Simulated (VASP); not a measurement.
Here is the system:

```yaml
crystal:
  lattice:
    - [0.00000, 2.46368, 2.46368]
    - [2.46368, 0.00000, 2.46368]
    - [2.46368, 2.46368, 0.00000]
  atoms:
    - { symbol: Ru, position: [0.00000, 0.00000, 0.00000] }
    - { symbol: Al, position: [0.50000, 0.50000, 0.50000] }
```

Level of theory: PBEsol GGA, VASP's PBE PAW potentials (set 64) (plane waves; VASP). Numerical set-up: 400 eV cut-off, Gaussian smearing of 0.050 eV, potentials Ru_pv Al.

### Question
What does the run give for the band gap (along the path) with the smallest direct gap where there is one?

### Answer

The band gap (along the path) is none (metal, semimetal or under 0.01 eV).

The structure was generated: RuAl was put into the rock salt type (Fm-3m), which need not be its known phase. It was relaxed first, which changed the volume by -38 %. The electron count is odd and the run is not spin-polarised, which forces a metal.
